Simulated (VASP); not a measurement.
Crystal: SiB.

```
Si B
1.0
     2.31483    0.00000    0.00000
     0.00000    2.31483    0.00000
     0.00000    0.00000    4.98714
Si B
1 1
Direct
  0.50000 0.50000 0.61668
  0.50000 0.50000 0.10442
```

The cell was built by a generator and needn't be a form met in nature.

- Program: VASP 6.6.1
- Task: relaxation of cell and atoms
- Functional: PBE
- Potentials or basis: VASP PAW PBE potentials, release 64 (Si, B)
- Cutoff: 520 eV
- k mesh: 9 × 9 × 4
- Occupations: gaussian, width 0.15 eV
- Spin: no spin polarisation

At the start: pressure -9.8 GPa; volume 13.36 Å³/atom.

Where does the relaxation end?

Over 9 steps the energy falls by 290.0 meV/atom and the volume is 11.75 Å³/atom (-12.1 %); space group P4/mmm (No. 123, to 0.05 Å).

Step by step:
```
step  energy change (eV)  largest force (eV/Å)  pressure (GPa)  volume (Å³)
   1              0.0000                0.0972           -9.77        26.72
   2             -0.4905                0.4678           -1.19        23.58
   3             -0.5371                0.7683            5.62        22.52
   4             -0.5391                0.6915            4.22        22.72
   5             -0.5734                0.0921            1.77        23.33
   6             -0.5767                0.1364            1.95        23.19
   7             -0.5767                0.1169            1.96        23.20
   8             -0.5786                0.0315           -1.27        23.68
   9             -0.5800                0.0167           -0.23        23.50
```

Final structure:
```cif
data_structure
_symmetry_space_group_name_H-M 'P 1'
_symmetry_Int_Tables_number 1
_cell_length_a 2.3617
_cell_length_b 2.3617
_cell_length_c 4.2129
_cell_angle_alpha 90.000
_cell_angle_beta 90.000
_cell_angle_gamma 90.000
_cell_volume 23.50
loop_
_atom_site_label
_atom_site_type_symbol
_atom_site_fract_x
_atom_site_fract_y
_atom_site_fract_z
_atom_site_occupancy
Si1 Si 0.50000 0.50000 0.61072 1
B1 B 0.50000 0.50000 0.11038 1
```
